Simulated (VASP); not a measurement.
## MoSe2 (2H layered): computed properties

These are PBEsol GGA, VASP's PBE PAW potentials (set 64) (plane waves; VASP) values and carry that method's errors.

```yaml
space_group: P6_3/mmc (194)
cell: a = 3.268 Å, b = 3.268 Å, c = 12.941 Å, α = 90.00°, β = 90.00°, γ = 120.00°
volume_per_atom: 19.95 Å³/atom
band gap (over mesh and band path): 0.80 eV
smallest direct gap (over mesh and band path): 1.49 eV
band_edge_character_without_spin_orbit_coupling: indirect, Γ to K-Γ at 0.44
band_gap_with_spin_orbit_coupling: 0.83 eV
density: 7.04 g/cm³
```

Space group P6₃/mmc (No. 194); a = 3.2684 Å, b = 3.2684 Å, c = 12.9410 Å, α = 90.00°, β = 90.00°, γ = 120.00°

| atom | site | symmetry | x | y | z |
|---|---|---|---|---|---|
| Mo | 2c | -6m2 | 0.3333 | 0.6667 | 0.2500 |
| Se | 4f | 3m. | 0.6667 | 0.3333 | 0.1212 |

Measured: gap 1.09 eV (computed value off by -0.29 eV), as given by Li et al., (2013), arXiv:1302.0733; a 3.289 Å at 300 K (computed value off by -0.6 %), c 12.927 Å at 300 K (computed value off by +0.1 %), as given by arXiv:1605.07067. The calculation is for a static lattice, while the measured a, c hold thermal and zero-point effects, which are part of the difference.  The path is coarsely sampled, so an indirect gap can come out somewhat too large. Without a dispersion term in the relaxation, distances and binding between the weakly bound layers, chains or molecules are unreliable, and so is what depends on them.

The compound is MoSe2 in the 2H layered structure. It was relaxed first. Symmetry was kept, so distortions that lower it aren't found.
